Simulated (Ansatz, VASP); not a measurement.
**K4Ru in VASP and in Ansatz**

```
K Ru
1.0
     6.26247    0.00000    0.00000
     0.00000    6.26247    0.00000
     0.00000    0.00000    6.26247
K Ru
4 1
Direct
  0.50000 0.00000 0.00000
  0.00000 0.50000 0.00000
  0.00000 0.00000 0.50000
  0.50000 0.50000 0.50000
  0.00000 0.00000 0.00000
```

Alike in both runs: functional PBE; k mesh 4 × 4 × 4; occupations gaussian, width 0.1 eV; no spin polarisation.

Ansatz relaxed the structure, and its values are those at the end. VASP's run is a single point on that final structure, the one shown.

|  | VASP | Ansatz |
| --- | --- | --- |
| version | VASP 6.6.1 | Ansatz 0.2.0 |
| potentials or method | VASP PAW PBE potentials, release 64 (K_sv, Ru_pv) | scalar-relativistic, plane waves, PAW |
| plane-wave cutoff (eV) | 520 | 420 |
| valence electrons in the cell | 50 | 52 |

|  | VASP | Ansatz | Ansatz less VASP |
| --- | --- | --- | --- |
| gap on the k mesh at the Fermi level (eV) | none | none | - |
| pressure (GPa) | 0.2 | 0.2 | +0.05 |

A gap of «none» marks a metal or a gap that the smearing closes. The two sets of potentials don't hold the same shells in valence.
